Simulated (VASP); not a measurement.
```
Ta
1.0
   -1.64957     1.64957     1.64957
    1.64957    -1.64957     1.64957
    1.64957     1.64957    -1.64957
Ta
1
Direct
  0.00000   0.00000   0.00000
```

All values below come from r2SCAN+rVV10, VASP's PBE PAW potentials (set 64) (plane waves; VASP 6.6.1). Settings: 520 eV cut-off, 17×17×17 Γ-centred mesh, tetrahedra with Blöchl corrections, potentials Ta_pv.

Unless said otherwise, spin-orbit coupling is left out, though it shifts the bands of the heavy elements here.

Q: Estimate the energy per atom (σ→0), band gap (over mesh and band path) with the smallest direct gap where there is one.

A: 
| Property | Result |
|---|---|
| band gap (over mesh and band path) | none (metal, semimetal or under 0.01 eV) |
| energy per atom (σ→0) | -48408 meV/atom |

Only differences to runs with the same potentials and settings are physical.

The compound is Ta in the bcc structure. It was relaxed first.
